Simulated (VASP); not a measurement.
Set up this calculation in VASP 6.6.1, as the native input.

| Item | Value |
| --- | --- |
| Task | band structure |
| Functional | RPBE |
| Potentials or basis | VASP PAW PBE potentials, release 64 (W_sv, F) |
| Cutoff | 520 eV |
| k mesh | 11 × 11 × 11 |
| Occupations | fermi-dirac, width 0.05 eV |
| Spin | no spin polarisation |
| Further INCAR settings | ALGO = Normal; EDIFF = 1e-06; NBANDS = 18 |

WF:

```
W F
1.0
     1.36589    0.78860    5.06960
    -1.36589    0.78860    5.06960
     0.00000   -1.57719    5.06960
W F
1 1
Direct
  0.81412 0.81412 0.81412
  0.93712 0.93712 0.93712
```

The cell was built by a generator and needn't be a form met in nature.

These files were run (other wordings do the same):

POSCAR

```
WF
1.0
    1.3658900000      0.7886000000      5.0696000000
   -1.3658900000      0.7886000000      5.0696000000
    0.0000000000     -1.5771900000      5.0696000000
W F
1 1
Direct
    0.8141200000      0.8141200000      0.8141200000
    0.9371200000      0.9371200000      0.9371200000
```

INCAR.step1

```
SYSTEM = WF
  PREC = Accurate
  ENCUT = 520
  EDIFF = 1E-6
  ISMEAR = -1
  SIGMA = 0.05
  LREAL = .FALSE.
  LASPH = .TRUE.
  NELM = 60
  ALGO = Normal
  ISIF = 2
  LWAVE = .FALSE.
  LCHARG = .TRUE.
  LMAXMIX = 4
  GGA = RP
  NBANDS = 18
```

KPOINTS.step1

```
Automatic mesh
0
G
  11 11 11
  0 0 0
```

INCAR.step2

```
SYSTEM = WF
  PREC = Accurate
  ENCUT = 520
  EDIFF = 1E-6
  ISMEAR = 0
  SIGMA = 0.05
  LREAL = .FALSE.
  LASPH = .TRUE.
  NELM = 60
  ALGO = Normal
  ISIF = 2
  LWAVE = .FALSE.
  LCHARG = .FALSE.
  LMAXMIX = 4
  GGA = RP
  NBANDS = 18
  ICHARG = 11
```

KPOINTS.step2

```
path GLB1,BZGX,QFP1Z,LP
15
line-mode
reciprocal
 0.0000000000  0.0000000000  0.0000000000  G
 0.5000000000  0.0000000000  0.0000000000  L

 0.5000000000  0.0000000000  0.0000000000  L
 0.5000000000  0.1827980402 -0.1827980402  B1

 0.8172019598  0.5000000000  0.1827980402  B
 0.5000000000  0.5000000000  0.5000000000  Z

 0.5000000000  0.5000000000  0.5000000000  Z
 0.0000000000  0.0000000000  0.0000000000  G

 0.0000000000  0.0000000000  0.0000000000  G
 0.3413990201  0.0000000000 -0.3413990201  X

 0.6586009799  0.3413990201  0.0000000000  Q
 0.5000000000  0.5000000000  0.0000000000  F

 0.5000000000  0.5000000000  0.0000000000  F
 0.6586009799  0.6586009799  0.1827980402  P1

 0.6586009799  0.6586009799  0.1827980402  P1
 0.5000000000  0.5000000000  0.5000000000  Z

 0.5000000000  0.0000000000  0.0000000000  L
 0.8172019598  0.3413990201  0.3413990201  P
```

Potentials or basis: VASP PAW PBE potentials, release 64 (W_sv, F).

Command:

```sh
$ cat potpaw_PBE.64/W_sv/POTCAR potpaw_PBE.64/F/POTCAR > POTCAR
$ cp INCAR.step1 INCAR
$ cp KPOINTS.step1 KPOINTS
$ mpirun -np 1 vasp_std > vasp.out
$ cp INCAR.step2 INCAR
$ cp KPOINTS.step2 KPOINTS
$ mpirun -np 1 vasp_std > vasp.out
```

Results of the run:

```yaml
Band_gap_along_the_path: none (metal or under the smearing width)
```

Caveat: the log is that of the step along the path at fixed density, whose energy, stress, charges and moments have no meaning; spin-orbit coupling is left out, which moves the levels of the heavy elements; an odd number of electrons without spin polarisation forces a metal; a magnetic or distorted state may lie lower.

Wall time 3 min on 1 thread of Intel(R) Xeon(R) 6975P-C (Granite Rapids), with other jobs on the host, peak memory 0.29 GiB.
